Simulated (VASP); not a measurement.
An input for Quantum ESPRESSO's pw.x (written as the equivalent of a VASP run, and not itself run):

```
&CONTROL
  calculation = 'scf'
  pseudo_dir = './pseudo'
  outdir = './out'
  tprnfor = .true.
  tstress = .true.
/
&SYSTEM
  ibrav = 0
  nat = 4
  ntyp = 2
  ecutwfc = 82
  occupations = 'smearing'
  smearing = 'gaussian'
  degauss = 0.003675
  input_dft = 'pbe'
/
&ELECTRONS
  conv_thr = 7.3e-08
  electron_maxstep = 100
/
ATOMIC_SPECIES
  Si 28.085 Si.upf
  C 12.011 C.upf
CELL_PARAMETERS angstrom
     1.5708000   -2.7207050    0.0000000
     1.5708000    2.7207050    0.0000000
     0.0000000    0.0000000    5.1510000
ATOMIC_POSITIONS crystal
  Si   0.6666670  0.3333330  0.5000000
  Si   0.3333330  0.6666670  0.0000000
  C    0.6666670  0.3333330  0.8750000
  C    0.3333330  0.6666670  0.3750000
K_POINTS automatic
  4 4 2 0 0 0
```

Problem. Write the VASP files for the same calculation (PBE).

Solution. Several could match; the one computed here: 
File KPOINTS:
```
Automatic
0
gamma
4 4 2
0 0 0
```

INCAR:
```
SYSTEM = SiC
PREC = Accurate; ENCUT = 520; LREAL = .False.
LASPH = .True.
EDIFF = 1E-6; NELM = 100; ALGO = Normal
ISMEAR = 0; SIGMA = 0.05
GGA = PE
ISIF = 2
LWAVE = .False.; LCHARG = .False.
```

File POSCAR:
```
SiC
1.0
  1.5708000000  -2.7207050000   0.0000000000
  1.5708000000   2.7207050000   0.0000000000
  0.0000000000   0.0000000000   5.1510000000
Si C
2 2
Cart
  1.5708000000  -0.9069034805   2.5755000000
  1.5708000000   0.9069034805   0.0000000000
  1.5708000000  -0.9069034805   4.5071250000
  1.5708000000   0.9069034805   1.9316250000
```

POTCAR, in this order: Si C (PBE.64 set). Program: vasp_std.

The two are equivalent in intent, not identical: the potentials are each code's own (VASP's PAW set, PseudoDojo norm-conserving files in pw.x), so ENCUT and ecutwfc are chosen apart and not converted; conv_thr bounds pw.x's estimated SCF error, while EDIFF bounds the energy change between steps.

The compound is SiC in the wurtzite structure, the rare 2H polytype. The cell was not relaxed at this level. The k-mesh is coarse (spacing up to 0.61 per Å, 2π included), so the numbers may not be converged in it. The run is one of a series of settings (KPOINTS 4×4×2 Γ-centred mesh against the base run), some of them coarse on purpose.
